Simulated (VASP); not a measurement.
Data:

```xyz
3
Lattice="1.9227 -3.3302 0.0000 1.9227 3.3302 0.0000 0.0000 0.0000 6.2628" Properties=species:S:1:pos:R:3 pbc="T T T"
Zr     0.0000     0.0000     0.0000
Se     1.9227     1.1101     1.5970
Se     1.9227    -1.1101     4.6658
```

All values below come from PBE GGA, VASP's PBE PAW potentials (set 64) (plane waves; VASP 6.6.1). Run with 520 eV cut-off, 6×6×3 Γ-centred mesh, Gaussian smearing of 0.050 eV, potentials Zr_sv Se_GW.

**Question.** Estimate the energy per atom (σ→0), pressure.

**Answer.** 
```yaml
energy per atom (σ→0): -6.517 eV/atom
pressure: -19.3 kbar
```

Only differences to runs with the same potentials and settings are physical.

The compound is ZrSe2 in the 1T layered structure. The cell was not relaxed at this level. The run is one of a series of settings (ENCUT = 520, POTCAR Zr_sv Se_GW (PBE.64 set) against the base run), some of them coarse on purpose.
